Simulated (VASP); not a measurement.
Consider the following.

```
GaP
1.0
    0.00000     2.63369     2.63369
    2.63369     0.00000     2.63369
    2.63369     2.63369     0.00000
Ga P
1 1
Direct
  0.00000   0.00000   0.00000
  0.25000   0.25000   0.25000
```

Level of theory: PBEsol GGA, VASP's PBE PAW potentials (set 64) (plane waves; VASP 6.6.1). Run with 500 eV cut-off, 9×9×9 Γ-centred mesh, Gaussian smearing of 0.050 eV, potentials Ga_d P.

Task: What does the run give for the energy per atom (σ→0), pressure?

Result: 
- energy per atom (σ→0) = -4.909 eV/atom
- pressure = 9.93 GPa

Only differences to runs with the same potentials and settings are physical.

The compound is GaP in the zinc blende structure. It was relaxed first under an external pressure of 10 GPa.
